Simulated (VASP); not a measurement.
# NiO: what each functional gives, and what it costs, part 6 of 6

Aim: the band gap of NiO at many levels of theory on one cell, with the cost of each. The start is a cell from a database of measured crystal structures.

VASP 6.6.1, plane waves and PAW; the level of theory is named at each step.

So far, least gap on mesh and path (eV): step 6 (bands, level LDA) 0.458; step 7 (bands, level PBEsol) 0.797; step 8 (bands, level PBE) 1.00; step 9 (bands, level r2SCAN) 2.36; step 10 (bands, level TB-mBJ) 4.42.

### Step 11. Bands with SCAN

This step: SCAN, spin-polarised from an antiferromagnetic start; plane waves and PAW (Ni, O) (VASP 6.6.1).

SCAN adds the kinetic-energy density; it is numerically more delicate than r2SCAN.

INCAR

```
SYSTEM = NiO
PREC = Accurate
ENCUT = 520
EDIFF = 1E-06
NELM = 100
ISMEAR = 0
SIGMA = 0.02
LREAL = .FALSE.
ALGO = Normal
METAGGA = SCAN
LASPH = .TRUE.
NBANDS = 32
ISPIN = 2
MAGMOM = 1.64 -1.64 0 0
LMAXMIX = 4
LORBIT = 11
LWAVE = .FALSE.
LCHARG = .FALSE.
KPAR = 8
```

POSCAR

```
NiO
1.0
    0.0000000000      2.0859016414      2.0859016414
    2.0859016414      0.0000000000      2.0859016414
    4.1718032828      4.1718032828      0.0000000000
Ni O
2 2
Direct
    0.0000000000      0.0000000000      0.0000000000
    0.0000000000      0.0000000000      0.5000000000
    0.5000000000      0.5000000000      0.2500000000
    0.5000000000      0.5000000000      0.7500000000
```

KPOINTS

```
Automatic mesh
0
Gamma
6 6 6
0 0 0
```

KPOINTS_OPT

```
Line mode
16
Line-mode
Reciprocal
  0.00000000   0.00000000   0.00000000 GAMMA
  0.00000000   0.50000000   0.50000000 L

  0.00000000   0.50000000   0.50000000 L
 -0.37500000   0.31250000   0.12500000 B1

 -0.31250000   0.31250000   0.50000000 B
  0.00000000   0.00000000   0.50000000 Z

  0.00000000   0.00000000   0.50000000 Z
  0.00000000   0.00000000   0.00000000 GAMMA

  0.00000000   0.00000000   0.00000000 GAMMA
 -0.34375000   0.34375000   0.00000000 X

 -0.34375000   0.31250000   0.31250000 Q
 -0.50000000   0.00000000   0.00000000 F

 -0.50000000   0.00000000   0.00000000 F
 -0.46875000   0.00000000   0.18750000 P1

 -0.46875000   0.00000000   0.18750000 P1
  0.00000000   0.00000000   0.50000000 Z

  0.00000000   0.50000000   0.50000000 L
  0.00000000   0.46875000   0.81250000 P
```

The projector-augmented-wave data sets are Ni and O (PBE family, release 64).

The run is started by

```
$ mpirun -np 8 vasp_std
```

Numbers of over 12 decimals in the logs are rounded to 6 here.

The log of the run:

```text
[... set-up lines as in an earlier step ...]
 entering main loop
       N       E                     dE             d eps       ncg     rms          rms(c)
DAV:   1     0.224925343239E+03    0.22493E+03   -0.14124E+04  4376   0.135E+03
DAV:   2    -0.344626144848E+02   -0.25939E+03   -0.22968E+03  4216   0.320E+02
DAV:   3    -0.586983786754E+02   -0.24236E+02   -0.22557E+02  4744   0.102E+02
DAV:   4    -0.591384762395E+02   -0.44010E+00   -0.43825E+00  4784   0.138E+01
[...]
DAV:  15    -0.500168358026E+02    0.22191E-04   -0.14277E-06  4048   0.145E-02    0.240E-03
DAV:  16    -0.500168346325E+02    0.11701E-05   -0.34885E-07  2720   0.479E-03    0.687E-04
DAV:  17    -0.500168345700E+02    0.62538E-07   -0.36483E-08  2584   0.171E-03
   1 F= -.50016835E+02 E0= -.50016835E+02  d E =-.794041E-37  mag=     0.0000
 Start KPOINTS_OPT (optional k-point list driver)
k-point batch [1-32\144]
       N       E                     dE             ncg
DAV:   1     0.109141860865E+05   -0.22258E+05     4408
DAV:   2     0.286632870958E+04   -0.80479E+04     4224
DAV:   3     0.211859033726E+04   -0.74774E+03     4608
DAV:   4     0.210523372679E+04   -0.13357E+02     5000
DAV:   5     0.210486450560E+04   -0.36922E+00     5408
DAV:   6     0.210484952345E+04   -0.14982E-01     5808
DAV:   7     0.210484945351E+04   -0.69939E-04     5344
DAV:   8     0.210484945302E+04   -0.49080E-06     3448
[...]
k-point batch [129-144\144]
       N       E                     dE             ncg
DAV:   1     0.185792755159E+05   -0.15858E+05     2160
DAV:   2     0.144507881049E+05   -0.41285E+04     2152
DAV:   3     0.140526273027E+05   -0.39816E+03     2304
DAV:   4     0.140453251192E+05   -0.73022E+01     2528
DAV:   5     0.140451198286E+05   -0.20529E+00     2720
DAV:   6     0.140451117489E+05   -0.80797E-02     2920
DAV:   7     0.140451116838E+05   -0.65037E-04     2728
DAV:   8     0.140451116817E+05   -0.20799E-05     1776
DAV:   9     0.140451116815E+05   -0.22525E-06     1672
```

The job ended after 99 s (8 MPI ranks of Intel Xeon Platinum 8259CL at 2.50GHz (Skylake/Cascade Lake), shared host; peak memory 2.2 GiB; 13 min of CPU time).

From OUTCAR (step 11):

```text
  Total       -0.4264490     -0.4264490     -0.4264490     -0.0406403      0.0406403      0.0406403
  in kB      -18.8207182    -18.8207182    -18.8207182     -1.7936015      1.7936015      1.7936015
  external PRESSURE =     -18.8207182 kB  Pullay stress =       0.0000000 kB

 POSITION                                       TOTAL-FORCE (eV/Angst)
 -----------------------------------------------------------------------------------
      0.00000      0.00000      0.00000        -0.000000     -0.000000      0.000000
      2.08590      2.08590      0.00000         0.000000     -0.000000      0.000000
      2.08590      2.08590      2.08590        -0.000000     -0.000000     -0.000000
      4.17180      4.17180      2.08590         0.000000      0.000000     -0.000000
 -----------------------------------------------------------------------------------
    total drift:                                0.000000     -0.000000     -0.000000

  FREE ENERGIE OF THE ION-ELECTRON SYSTEM (eV)
  ---------------------------------------------------
  free  energy   TOTEN  =       -50.0168345700 eV

  energy  without entropy=      -50.0168345700  energy(sigma->0) =      -50.01683457

 magnetization (x)
# of ion       s       p       d       tot
------------------------------------------
    1       -0.006  -0.012   1.600   1.582
    2        0.006   0.012  -1.600  -1.582
    3        0.000   0.000   0.000   0.000
    4        0.000   0.000   0.000   0.000
--------------------------------------------------
tot          0.000   0.000   0.000   0.000

[... 2 parts as in an earlier step ...]

[... 1 further part left out ...]
[key lines of the parts left out:]
E-fermi :   6.9395
```

Both spin channels agree. Electronic bands along the path, in eV, zero at the valence-band top; v1 is the highest filled band, c1 the lowest empty one:

```csv
point,v4,v3,v2,v1,c1,c2,c3,c4
Γ,-1.59,-0.60,-0.59,-0.53,3.16,3.46,3.49,7.24
0.53 of the way,-0.94,-0.63,-0.45,-0.29,2.91,3.31,6.53,10.23
L,-0.66,-0.58,-0.41,-0.35,3.22,3.25,9.15,9.41
0.53 of the way,-0.82,-0.75,-0.48,-0.46,3.13,3.38,10.18,10.37
B1,-0.72,-0.68,-0.42,-0.39,3.26,3.32,10.07,10.34
jump to B,-0.73,-0.67,-0.43,-0.39,3.23,3.34,10.07,10.34
0.47 of the way,-0.77,-0.69,-0.31,-0.31,2.91,3.23,8.26,8.36
Z,-1.00,-0.83,0.00,0.00,3.13,3.16,5.86,6.12
0.47 of the way,-1.03,-0.68,-0.32,-0.32,3.29,3.32,4.32,7.05
Γ,-1.59,-0.60,-0.59,-0.53,3.16,3.46,3.49,7.24
0.47 of the way,-0.87,-0.67,-0.46,-0.29,3.00,3.35,6.49,10.66
X,-0.73,-0.72,-0.47,-0.38,3.26,3.32,10.19,10.53
jump to Q,-0.73,-0.72,-0.47,-0.38,3.25,3.33,10.19,10.53
0.53 of the way,-0.85,-0.48,-0.34,-0.34,3.30,3.64,8.23,8.46
F,-0.95,-0.45,-0.41,-0.28,3.60,3.76,7.24,7.80
0.47 of the way,-0.92,-0.45,-0.42,-0.29,3.58,3.70,7.38,7.86
P1,-0.84,-0.48,-0.45,-0.30,3.52,3.55,7.82,8.05
0.53 of the way,-0.85,-0.72,-0.41,-0.36,2.69,3.42,7.49,7.75
Z,-1.00,-0.83,0.00,0.00,3.13,3.16,5.86,6.12
jump to L,-0.66,-0.58,-0.41,-0.35,3.22,3.25,9.15,9.41
0.47 of the way,-0.63,-0.58,-0.42,-0.38,3.31,3.33,8.72,8.91
P,-0.84,-0.48,-0.45,-0.30,3.51,3.55,7.82,8.05
```

The largest weight of each band there:

```csv
point,v4,v3,v2,v1,c1,c2,c3,c4
Γ,Ni 0.91,Ni 0.85,Ni 0.85,Ni 0.91,Ni 0.63,Ni 0.78,Ni 0.78,Ni 0.77
L,Ni 0.71,Ni 0.96,Ni 0.94,Ni 0.61,Ni 0.88,Ni 0.90,Ni 0.68,Ni 0.66
B1,Ni 0.85,Ni 0.91,Ni 0.77,Ni 0.84,Ni 0.90,Ni 0.88,Ni 0.79,Ni 0.79
B,Ni 0.85,Ni 0.90,Ni 0.76,Ni 0.85,Ni 0.90,Ni 0.88,Ni 0.79,Ni 0.80
Z,Ni 0.92,Ni 0.89,O 0.54,O 0.54,Ni 0.83,Ni 0.83,Ni 0.51,Ni 0.51
Γ,Ni 0.91,Ni 0.85,Ni 0.85,Ni 0.91,Ni 0.63,Ni 0.78,Ni 0.78,Ni 0.77
```

The gap is 2.63 eV, indirect. Against LDA that is +2.17 eV; this run took 3.3 times the core time.

### Step 12. Starting orbitals for the hybrid

This step: PBE, spin-polarised from an antiferromagnetic start; plane waves and PAW (Ni, O) (VASP 6.6.1).

A hybrid converges badly from random orbitals, so a cheap semilocal run writes a WAVECAR on the same mesh first.

INCAR

```
SYSTEM = NiO
PREC = Accurate
ENCUT = 520
EDIFF = 1E-05
NELM = 100
ISMEAR = 0
SIGMA = 0.02
LREAL = .FALSE.
ALGO = Normal
GGA = PE
NBANDS = 24
ISPIN = 2
MAGMOM = 1.64 -1.64 0 0
LASPH = .TRUE.
LMAXMIX = 4
LORBIT = 11
LWAVE = .TRUE.
LCHARG = .FALSE.
KPAR = 8
```

POSCAR is that of step 11.

KPOINTS is that of step 11.

The run is started by

```
$ mpirun -np 8 vasp_std
```

The log of the run:

```text
[... set-up lines as in an earlier step ...]
 entering main loop
       N       E                     dE             d eps       ncg     rms          rms(c)
DAV:   1     0.246349773364E+03    0.24635E+03   -0.15174E+04  3152   0.176E+03
DAV:   2    -0.450154786218E+01   -0.25085E+03   -0.22635E+03  3320   0.362E+02
DAV:   3    -0.272646471286E+02   -0.22763E+02   -0.21859E+02  3648   0.125E+02
DAV:   4    -0.276871430092E+02   -0.42250E+00   -0.42193E+00  3368   0.174E+01
DAV:   5    -0.276982682938E+02   -0.11125E-01   -0.11125E-01  3816   0.270E+00    0.205E+01
DAV:   6    -0.249442121325E+02    0.27541E+01   -0.25202E+01  4104   0.928E+01    0.226E+01
DAV:   7    -0.234164023213E+02    0.15278E+01   -0.55168E+00  3656   0.706E+01    0.926E+00
DAV:   8    -0.235138963192E+02   -0.97494E-01   -0.11535E+00  3744   0.895E+00    0.587E+00
DAV:   9    -0.234732298081E+02    0.40667E-01   -0.51722E-02  4736   0.653E+00    0.127E+00
DAV:  10    -0.234832629994E+02   -0.10033E-01   -0.33641E-02  4384   0.280E+00    0.504E-01
DAV:  11    -0.234823058716E+02    0.95713E-03   -0.42520E-03  4504   0.190E+00    0.959E-02
DAV:  12    -0.234825070920E+02   -0.20122E-03   -0.16755E-03  3152   0.324E-01    0.645E-02
DAV:  13    -0.234824937331E+02    0.13359E-04   -0.65145E-05  4224   0.942E-02    0.274E-02
DAV:  14    -0.234824978297E+02   -0.40966E-05   -0.23090E-05  2152   0.722E-02
   1 F= -.23482498E+02 E0= -.23482498E+02  d E =-.351073E-40  mag=    -0.0000
 writing wavefunctions
```

The job ended after 12 s (8 MPI ranks; peak memory 1.7 GiB; 92 s of CPU time).

Parts of OUTCAR (step 12):

```text
   k-points           NKPTS =     32   k-points in BZ     NKDIM =     32   number of bands    NBANDS=     24

   NELECT =      32.0000    total number of electrons

 E-fermi :   7.6006

 spin component 1
 k-point     1 :       0.0000    0.0000    0.0000
  band No.  band energies     occupation
    ...
     12       5.8856      1.00000
     13       5.8857      1.00000
     14       6.8138      1.00000
     15       6.8139      1.00000
     16       7.0929      1.00000
     17       9.4784      0.00000
     18       9.4787      0.00000
     19       9.6549      0.00000
     20      13.6259      0.00000
     21      18.1712      0.00000
    ...

 k-point     2 :       0.1667    0.0000    0.0000
  band No.  band energies     occupation
    ...
     12       6.5084      1.00000
     13       6.5528      1.00000
     14       6.8925      1.00000
     15       7.1451      1.00000
     16       7.2136      1.00000
     17       8.9795      0.00000
     18       9.0560      0.00000
     19      11.2437      0.00000
     20      15.0306      0.00000
     21      17.8547      0.00000
    ...

  Total        0.5503392      0.5503392      0.5503392     -0.0634500      0.0634500      0.0634500
  in kB       24.2884378     24.2884378     24.2884378     -2.8002758      2.8002758      2.8002758
  external PRESSURE =      24.2884378 kB  Pullay stress =       0.0000000 kB

 POSITION                                       TOTAL-FORCE (eV/Angst)
 -----------------------------------------------------------------------------------
      0.00000      0.00000      0.00000        -0.000000     -0.000000     -0.000000
      2.08590      2.08590      0.00000        -0.000000     -0.000000     -0.000000
      2.08590      2.08590      2.08590         0.000000      0.000000     -0.000000
      4.17180      4.17180      2.08590         0.000000      0.000000      0.000000
 -----------------------------------------------------------------------------------
    total drift:                                0.000000     -0.000000     -0.000000

  FREE ENERGIE OF THE ION-ELECTRON SYSTEM (eV)
  ---------------------------------------------------
  free  energy   TOTEN  =       -23.4824978297 eV

  energy  without entropy=      -23.4824978297  energy(sigma->0) =      -23.48249783

 magnetization (x)
# of ion       s       p       d       tot
------------------------------------------
    1       -0.010  -0.013   1.361   1.338
    2        0.010   0.013  -1.361  -1.338
    3        0.000   0.000   0.000   0.000
    4        0.000   0.000   0.000   0.000
--------------------------------------------------
tot          0.000   0.000   0.000   0.000

[... 7 parts as in an earlier step ...]

[... 9 further parts left out ...]
```

At this level the cell is under a pressure of 2.4 GPa, so at these settings it is away from equilibrium.

A gap read on the k-mesh alone can miss the band edges.

Numbers from this step:

- SCF cycles: 14
- bands: 24
- free energy (TOTEN): -23.48 eV
- Fermi energy: 7.601 eV
- pressure: 2.429 GPa
- least direct gap at k: -0.1667, -0.1667, 0.1667
- gap on the k-mesh: 0.9999 eV
- least direct gap on the k-mesh: 1.252 eV

Spin moment in the PAW sphere by atom:

```csv
atom,spin moment in the PAW sphere (μB)
Ni1,1.34
Ni2,-1.34
O3,0.00
O4,0.00
```

### Step 13. Bands with HSE06

This step: HSE06, spin-polarised from an antiferromagnetic start; plane waves and PAW (Ni, O) (VASP 6.6.1).

HSE06 mixes in a quarter of exact exchange at short range, at far higher cost; in semiconductors this cures much of the gap error, while metals seldom gain.

INCAR

```
SYSTEM = NiO
PREC = Accurate
ENCUT = 520
EDIFF = 1E-06
NELM = 100
ISMEAR = 0
SIGMA = 0.02
LREAL = .FALSE.
ALGO = Normal
LHFCALC = .TRUE.
AEXX = 0.25
GGA = PE
HFSCREEN = 0.2
LASPH = .TRUE.
NBANDS = 24
ISPIN = 2
MAGMOM = 1.64 -1.64 0 0
LMAXMIX = 4
PRECFOCK = Fast
LORBIT = 11
LWAVE = .FALSE.
LCHARG = .FALSE.
KPAR = 8
```

POSCAR is that of step 12.

KPOINTS is that of step 12.

KPOINTS_OPT: that of step 11 with these lines changed.

```diff
@@ -1,3 +1,3 @@
 Line mode
-16
+6
 Line-mode
```

The run starts from files that an earlier step left in the folder.

The run is started by

```
$ mpirun -np 8 vasp_std
```

The log of the run:

```text
[banner, memory and clock lines left out]
running    8 mpi-ranks, on    1 nodes
[...]
[... a notice as in an earlier step ...]

 LDA part: xc-table for (Slater+PW92), standard interpolation
 found WAVECAR, reading the header
 POSCAR, INCAR and KPOINTS ok, starting setup
[...]
reading WAVECAR
 the WAVECAR file was read successfully
 initial charge from wavefunction
 entering main loop
       N       E                     dE             d eps       ncg     rms          rms(c)
DAV:   1    -0.325530446466E+02   -0.32553E+02   -0.76352E-01  4336   0.368E+01    0.524E+00
DAV:   2    -0.328380005521E+02   -0.28496E+00   -0.79326E-01  4608   0.201E+01    0.461E+00
DAV:   3    -0.328669241860E+02   -0.28924E-01   -0.20007E-01  3760   0.474E+00    0.286E+00
DAV:   4    -0.328667274038E+02    0.19678E-03   -0.11373E-02  3152   0.205E+00    0.171E+00
[...]
DAV:  10    -0.328648959997E+02    0.46533E-05   -0.37070E-06  3000   0.404E-02    0.680E-02
DAV:  11    -0.328648947333E+02    0.12665E-05   -0.15596E-06  1880   0.207E-02    0.390E-02
DAV:  12    -0.328648942303E+02    0.50302E-06   -0.71040E-07  1632   0.146E-02
   1 F= -.32864894E+02 E0= -.32864894E+02  d E =-.285823E-35  mag=     0.0000
 Start KPOINTS_OPT (optional k-point list driver)
k-point batch [1-32\54]
       N       E                     dE             ncg
DAV:   1     0.105570725109E+05   -0.16270E+05     3120
DAV:   2     0.163681399946E+04   -0.89203E+04     3216
DAV:   3     0.729202373511E+03   -0.90761E+03     3744
DAV:   4     0.700506434883E+03   -0.28696E+02     3448
DAV:   6     0.699994689427E+03   -0.14351E-01     4024
DAV:   7     0.699994302085E+03   -0.38734E-03     3896
DAV:   8     0.699994296771E+03   -0.53133E-05     2592
DAV:   9     0.699994296624E+03   -0.14744E-06     2440
k-point batch [33-54\54]
       N       E                     dE             ncg
DAV:   1     0.147546364031E+05   -0.20235E+05     2200
DAV:   2     0.880231532340E+04   -0.59523E+04     2280
```

The job ended after 1.5 h (8 MPI ranks).

The run was cut off at its time limit.

More ranks or a longer limit would be the way on.

### Step 14. Bands with HSE03

This step: HSE03, spin-polarised from an antiferromagnetic start; plane waves and PAW (Ni, O) (VASP 6.6.1).

HSE03, as typed here, screens exact exchange more strongly than HSE06 (HFSCREEN 0.3 against 0.2).

INCAR: that of step 13 with these lines changed.

```diff
@@ -12,3 +12,3 @@
 GGA = PE
-HFSCREEN = 0.2
+HFSCREEN = 0.3
 LASPH = .TRUE.
```

POSCAR is that of step 13.

KPOINTS is that of step 13.

KPOINTS_OPT is that of step 13.

The run is started by

```
$ mpirun -np 8 vasp_std
```

The log of the run:

```text
[... set-up lines as in an earlier step ...]
 entering main loop
       N       E                     dE             d eps       ncg     rms          rms(c)
DAV:   1    -0.315780189622E+02   -0.31578E+02   -0.76010E-01  4320   0.359E+01    0.528E+00
DAV:   2    -0.318257882922E+02   -0.24777E+00   -0.78085E-01  4608   0.199E+01    0.458E+00
DAV:   3    -0.318533707019E+02   -0.27582E-01   -0.19245E-01  3600   0.445E+00    0.277E+00
DAV:   4    -0.318526150763E+02    0.75563E-03   -0.99723E-03  3136   0.221E+00    0.163E+00
[...]
DAV:   9    -0.318510859250E+02    0.12751E-04   -0.16587E-05  3616   0.788E-02    0.108E-01
DAV:  10    -0.318510816781E+02    0.42469E-05   -0.24850E-06  2480   0.417E-02    0.655E-02
DAV:  11    -0.318510808171E+02    0.86101E-06   -0.22995E-06  2176   0.221E-02
   1 F= -.31851081E+02 E0= -.31851081E+02  d E =-.137994E-42  mag=     0.0000
 Start KPOINTS_OPT (optional k-point list driver)
k-point batch [1-32\54]
       N       E                     dE             ncg
DAV:   1     0.106515221840E+05   -0.16175E+05     3120
DAV:   2     0.183072703014E+04   -0.88208E+04     3232
DAV:   3     0.930680344696E+03   -0.90005E+03     3736
DAV:   4     0.902174912358E+03   -0.28505E+02     3456
DAV:   5     0.901678793710E+03   -0.49612E+00     3912
```

The job ended after 1.5 h (8 MPI ranks; 9.9 h of CPU time).

The run was cut off at its time limit.

More ranks or a longer limit would be the way on.

### Step 15. Bands with B3LYP

This step: B3LYP, spin-polarised from an antiferromagnetic start; plane waves and PAW (Ni, O) (VASP 6.6.1).

B3LYP, with a fifth of exact exchange, was fitted to molecules.

INCAR: that of step 14 with these lines changed.

```diff
@@ -10,5 +10,7 @@
 LHFCALC = .TRUE.
-AEXX = 0.25
-GGA = PE
-HFSCREEN = 0.3
+AEXX = 0.2
+GGA = B3
+AGGAX = 0.72
+AGGAC = 0.81
+ALDAC = 0.19
 LASPH = .TRUE.
@@ -19,2 +21,3 @@
 PRECFOCK = Fast
+HFRCUT = -1
 LORBIT = 11
```

POSCAR is that of step 14.

KPOINTS is that of step 14.

KPOINTS_OPT is that of step 14.

The run is started by

```
$ mpirun -np 8 vasp_std
```

The log of the run:

```text
[banner, memory and clock lines left out]
running    8 mpi-ranks, on    1 nodes
[...]
[... a notice as in an earlier step ...]

 [... a notice as in an earlier step ...]

 LDA part: xc-table for (Slater(with rela. corr.)+VWN3), standard interpolation
 found WAVECAR, reading the header
 POSCAR, INCAR and KPOINTS ok, starting setup
[...]
HFRCUT set to (new)   12.324488
 reading WAVECAR
 the WAVECAR file was read successfully
 initial charge from wavefunction
 entering main loop
       N       E                     dE             d eps       ncg     rms          rms(c)
DAV:   1    -0.309900038516E+02   -0.30990E+02   -0.51837E-01  3584   0.290E+01    0.441E+00
DAV:   2    -0.311251676326E+02   -0.13516E+00   -0.55158E-01  4896   0.185E+01    0.362E+00
DAV:   3    -0.311554813852E+02   -0.30314E-01   -0.27137E-01  3424   0.481E+00    0.218E+00
DAV:   4    -0.311565398251E+02   -0.10584E-02   -0.15540E-02  3104   0.315E+00    0.122E+00
[...]
DAV:   8    -0.311561195733E+02    0.64011E-05   -0.36143E-05  3104   0.136E-01    0.153E-01
DAV:   9    -0.311561171679E+02    0.24053E-05   -0.11934E-05  4240   0.660E-02    0.863E-02
DAV:  10    -0.311561168932E+02    0.27467E-06   -0.14373E-06  2176   0.401E-02
 soft stop encountered!  aborting job ...
```

It took 34 min on 8 MPI ranks.

The run was stopped at its time limit, by a STOPCAR file.

More ranks or a longer limit would be the way on.

### Step 16. Results

```json
{
  "gap, LDA": "0.458 eV",
  "gap, PBEsol": "0.797 eV",
  "gap, PBE": "1.00 eV",
  "gap, r2SCAN": "2.36 eV",
  "gap, TB-mBJ": "4.42 eV",
  "gap, SCAN": "2.63 eV"
}
```

For NiO the functional decides between a gap of 0.458 eV (LDA) and 4.42 eV (TB-mBJ), while across these levels the cost spans a factor of 3.3. Of 3 collinear starts at PBE + U, the lowest ends antiferromagnetic, q = (0, 0, 1/2); experiment finds antiferromagnetic order below 523 K (arxiv:1210.6675), whose pattern may be longer, canted or incommensurate, which these cells can't show. All levels use one geometry and one mesh, kept coarse to afford the hybrids, so no gap here is fully converged. Costs come from a shared host. Not obtained: HSE06, because the run hit its time limit. Not obtained: HSE03, because the run hit its time limit. Not obtained: B3LYP, because the run hit its time limit. Only a few collinear orders were tried, on the cell as listed. These are single-particle gaps of a static lattice, without excitons or temperature.

[Lines on the potential files, build, host, timing and source positions are cut from VASP's logs without a mark.]

[Logs are printed without paths, hosts, clocks, repeated set-up lines and the standing remarks that a program may print on its own settings, such as how far it seeks lower states.]

[Hosts, paths, dates, database ids (printed as entryN), source tags and the programs' standing remarks are cut or masked in the printed files.]

[Measured values are set beside computed ones only where the two were judged alike; some that the calculation misses by far are left out.]

[In band tables of VASP the shares of atoms and orbitals are scaled to a sum of 1 inside the atoms' spheres.]
